Before you compute anything about a germanium crystal, you must decide which functional sets its cell. Strain, elastic response and band energies all start from that cell, and a wrong volume carries over into each of them. The table lets the same two atoms settle under five functionals, and the resulting volumes spread over about 10 % of the starting volume. Most of that spread can be avoided at no extra cost.

VASP 6.6.1, plane-wave Kohn-Sham DFT with PAW potentials for germanium (Fd-3m, two-atom cell), without spin polarisation, spin-orbit coupling or dispersion correction. All rows use a 600 eV cutoff, a 14 × 14 × 14 k mesh and Gaussian smearing of 0.1 eV. Volume changes are relative to the common start cell (a = 4.001 Å, 22.64 Å³ per atom).

```csv
functional,potentials,volume change (%),relaxed length a (Å)
LDA,"VASP-PAW-LDA-potentials,-recommended",-1.670,3.978
PBE,"VASP-PAW-PBE-potentials,-recommended",5.580,4.074
PBEsol,"VASP-PAW-PBE-potentials,-recommended",0.890,4.012
RPBE,"VASP-PAW-PBE-potentials,-recommended",8.530,4.111
r2SCAN,"VASP-PAW-PBE-potentials,-recommended",1.070,4.015
```

The volume change counts against a common start cell, which lies close to the measured cell at room temperature. The relaxed lengths are edges of the small two-atom cell; multiply them by $\sqrt2$ to get the familiar cubic edge. Symmetry keeps the three edges equal, so each row holds one independent result.

**LDA: slightly too small.** The first row shrinks by 1.7 % in volume, or about 0.6 % along an edge. This is the overbinding of LDA, which treats each point of the crystal as a piece of uniform electron gas. It gives no credit for a density that varies from place to place. A gradient correction does give such credit, and it measures the unevenness by

$$ s \propto \frac{|\nabla n|}{n^{4/3}}, $$

where $n$ is the electron density. When the atoms move apart, the density between them thins out and $s$ tends to rise there. Exchange that rewards large $s$ therefore pushes the crystal outwards. This argument comes from the form of the functionals, and the rest of the table can be read with it.

**PBE: the correction overshoots.** With gradients switched on, the cell is 5.6 % too large in volume, or 1.8 % along an edge. The error has changed sign and more than tripled. The more elaborate functional thus gives the worse cell here, because its gradient terms push harder than this solid needs. If a purpose tolerates 1 % in the edge, LDA passes and PBE fails.

What does such an error mean in energy? Treat the crystal as a spring with bulk modulus $B$. Forcing it from its own volume $V$ (per atom) to a volume that differs by $\Delta V$ costs

$$ E \approx \tfrac12\, B\, V \left(\frac{\Delta V}{V}\right)^2 . $$

For $B$ take 71 GPa, or 0.445 eV/Å³, from the elastic constants calculated with LDA. The PBE crystal has $V = 4.074^3/(2\sqrt2) = 23.9$ Å³ per atom, and going back to the start cell means $\Delta V/V = 0.0558/1.0558 = 0.053$. The estimate is

$$ E \approx \tfrac12 \times 0.445 \times 23.9 \times 0.053^2 \approx 0.015\ \text{eV}, $$

that is, 15 meV per atom.

The PBE relaxation itself released 13.6 meV per atom, so the estimate is about 9 % too high. No PBE energy went into it, but the closeness is expected to be partly a cancellation. A modulus from the small LDA cell should be too high for the expanded PBE crystal, while squeezing by 5 % stiffens the crystal beyond a simple spring. The comparison supports the size of the energy, not the value of the modulus. The LDA elastic constants carry a warning about convergence with the k mesh, so the modulus is a working value only. The printed output after this text makes the same comparison for PBEsol and RPBE.

The same error reads more directly as a pressure. In the start cell, PBE germanium behaves as if it were squeezed by roughly 3.5 GPa. Anyone who fixes the measured cell and then computes vibrations or elastic constants with PBE is describing a compressed crystal. Relaxing the cell removes the stress but leaves the bonds too long. Neither choice cures the functional, so a report should say which one was made.

**PBEsol: a gentler push.** The third row ends only 0.9 % above the start volume, or 0.3 % along an edge. PBEsol was designed for solids: it weakens the gradient term in exchange and adjusts correlation to go with it. The outward push is then just strong enough to undo the LDA contraction and slightly more. Holding this crystal in the start cell costs only about 0.4 meV per atom, which hardly matters for most purposes.

It is tempting to think that a single number, the strength of the exchange correction at small gradients, sets the volume. In PBEsol that number is roughly half its PBE value. If the growth from LDA to PBE simply scaled with it, PBEsol should expand by more than 2 %, far more than it does. Correlation may account for part of the difference: its gradient term pulls inwards, and PBEsol weakens it less than the exchange term. So may the potentials, which were made for LDA in the first row and for PBE in the others. The table cannot separate the two.

**RPBE: the push at large gradients.** The fourth row goes furthest, to 8.5 % in volume and 2.8 % along an edge. It also offers the cleanest comparison in the table. RPBE and PBE share their correlation and their potentials, and their exchange agrees where the density varies slowly. They part only where $s$ is larger, and there RPBE gives more credit. The extra 3 % of volume must therefore come from regions where the density changes steeply for its size.

This comparison gives a way to guess the order of two functionals before running them. Ask how fast each one's exchange gains energy as $s$ grows over the range found in the crystal. If the two treat correlation alike, expect the steeper one to give the larger cell. Then ask how stiff the crystal is, because the same outward push moves a soft lattice further than a hard one. The second half of this rule is ordinary elasticity; with a single crystal in the table, it is not tested here.

For RPBE the spring estimate lands a little further off: it overestimates the released energy by about 12 %. The same two opposing errors are at work, and both should be larger for this more expanded cell. The formula is good for judging the size of an effect, but it does not show that the functionals share one bulk modulus.

**r2SCAN: a similar cell, different bands.** The last row expands by 1.1 % in volume, almost the same as PBEsol. Besides the gradient, r2SCAN uses the kinetic energy density of the electrons, which helps it to tell one kind of bonding from another. The difference of 0.2 % between the two volumes is larger than the leftover pressure of the relaxations can explain. Both functionals were, however, run with potentials made for PBE, and the effect of that mismatch is unknown. The two should therefore not be ranked by volume.

The bands do separate them. PBEsol leaves germanium without a gap on this mesh, as PBE and RPBE do, whereas r2SCAN opens a direct gap of 0.3 eV. Since the PBEsol and r2SCAN cells are nearly equal, the opening comes from the functional, not the volume: dependence on the kinetic energy density makes the potential depend on the orbitals, which is expected to widen gaps. For LDA no gap is printed, only a warning that the run looked metallic. For PBE and RPBE the band energies show how the gap is lost. At the zone centre, a single level that belongs above the threefold top of the valence band has sunk below it, by 0.45 eV in PBE and 0.58 eV in RPBE. It takes up two electrons, so the threefold level is only partly filled, and filled and empty states touch there however fine the mesh. The stretched cells probably share the blame: the single level is antibonding, so it is expected to sink as the bonds lengthen. Real germanium has an indirect gap of roughly 0.7 eV, so even r2SCAN gets both the size and the kind of gap wrong. Spin-orbit coupling is absent from these runs, and including it would narrow the gap somewhat further. A good cell is no evidence of good bands.

**Where the ranking stops.** PBE and RPBE are clearly too large, but the other three are harder to order. The calculations describe atoms at rest, whereas zero-point motion and warmth swell a real crystal, typically by some tenths of a percent in volume. The fair target thus lies a little below the start cell, which helps LDA and hurts the others. If it lies only 0.4 % below, LDA and PBEsol are equally far off. For germanium, zero-point motion and thermal expansion together are expected to exceed that shift, so LDA is probably the closer of the two to the static cell. Incomplete relaxation does not blur this comparison. The LDA run, which also supplies the elastic constants, relaxed its cell until a stress of only -0.0038 GPa was left, as tight as in the other rows. With the LDA modulus, that corresponds to less than 0.01 % in volume.

Cost hardly enters the choice among the first four functionals. LDA and the gradient-corrected ones need nearly the same work per step, so replacing PBE by PBEsol is practically free. r2SCAN is somewhat dearer, because the kinetic energy density must be computed as well and convergence can take more steps. Hybrid functionals, one route to a better gap, cost far more in a plane-wave calculation, above all on a dense k mesh.

For this crystal, LDA and PBEsol are both sensible choices for the cell: PBEsol lies nearer the room-temperature cell, while LDA is expected to lie nearer the static one that the calculations describe. r2SCAN is worth its price when a small gap is better than none. If a project must stay with PBE to match older data, keep its results on one consistent cell and state the error of nearly 2 % in the edge. If the gap itself is the goal, choose a method for the bands separately, and do not let a good lattice constant make that choice.

Numerical output:

```
Cell by functional:
     row  volume change (%)  edge change (%)  conventional edge (angstrom)
     LDA              -1.67          -0.5598                         5.626
     PBE               5.58            1.826                         5.762
  PBEsol               0.89           0.2958                         5.674
    RPBE               8.53            2.766                         5.814
  r2SCAN               1.07           0.3554                         5.678
Volume step LDA to PBEsol (% of start volume): 2.56
Volume step PBEsol to PBE (% of start volume): 4.69
Volume step PBE to RPBE (% of start volume): 2.95
Volume difference r2SCAN less PBEsol (% of start volume): 0.18
Whole spread LDA to RPBE (% of start volume): 10.2
Reference shift at which LDA and PBEsol err equally (% of start volume): -0.39
Reference shift at which LDA and r2SCAN err equally (% of start volume): -0.3
PBEsol volume change guessed from the small-gradient coefficient alone (%): 2.285
Miss of that guess for PBEsol (percentage points): 1.395
Bulk modulus from the LDA elastic constants (GPa): 71.24
Energy gained on relaxing; PBE, PBEsol, RPBE (meV per atom): 13.6, 0.389, 30.2
Elastic estimate with the LDA modulus; PBE, PBEsol, RPBE (meV per atom): 14.84, 0.3951, 33.74
Excess of the elastic estimate; PBE, PBEsol, RPBE (%): 9.088, 1.567, 11.72
Pressure felt in the start cell, harmonic estimate; PBE, PBEsol, RPBE (GPa): 3.451, 0.6187, 5.011
Volume error from the largest residual pressure, 0.0198 GPa (%): 0.0278
Direct gap of r2SCAN on the mesh (eV): 0.3035
Singlet below the threefold level at the zone centre, PBE (eV): 0.4508
Singlet below the threefold level at the zone centre, RPBE (eV): 0.579
```
